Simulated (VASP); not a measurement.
VASP runs on SnS₂ share one base input (PBE GGA, plane waves, VASP's PBE PAW potentials (set 64)) and change the settings named in each case.

### POSCAR
```
SnS2
1.0
  3.5240270000   0.0000000000   0.0000000000
 -1.7620140000   3.0518960000   0.0000000000
  0.0000000000   0.0000000000  16.9362990000
Sn S
1 2
Cartesian
  0.0000000000   0.0000000000   8.4681495000
 -0.0000020953   2.0345983506   9.9363064514
  1.7620150953   1.0172976494   6.9999925486
```

INCAR:
```
! general
SYSTEM  = SnS2
PREC    = Accurate
ENCUT   = 300   ! plane-wave cut-off (eV)
LREAL   = F
LASPH   = T   ! aspherical one-centre terms

! electronic loop
EDIFF   = 1E-6   ! SCF stop (eV)
NELM    = 100   ! most electronic steps
ALGO    = Normal
LMAXMIX = 4

! smearing
ISMEAR  = -1   ! Fermi-Dirac
SIGMA   = 0.1   ! width (eV)

! functional
GGA     = PE

! ions
ISIF    = 2   ! forces and stress, cell fixed

! output
LWAVE   = F
LCHARG  = F
```

### KPOINTS
```
Automatic mesh
0
Gamma
9 9 1
0 0 0
```

POTCAR, in this order: Sn_d S (PBE.64 set). Program: vasp_std.

```csv
change,E(σ→0) (eV/atom)
base run,-4.3270
ISYM = 0,-4.3270
ENCUT = 390,-4.3293
EDIFF = 1E-05,-4.3270
"GGA removed, POTCAR Sn_d S (LDA.64 set)",-4.9585
KPOINTS 6×6×1 Γ-centred mesh,-4.3242
```
 Energies of different potentials or functionals have different zeros.  The cell holds a wide vacuum, so values per volume refer to the whole cell. Unless said otherwise, spin-orbit coupling is left out, though it shifts the bands of the heavy elements here.

Left out are runs that ran out of time, are held back, or changed the cell or the kind of run, fixed moments of cells without a moment, rows past the twelfth, gaps on odd meshes, pressures of charged cells and columns that move by less than the noise.

The cell is a sheet or thin cut with vacuum, built from a generated structure.
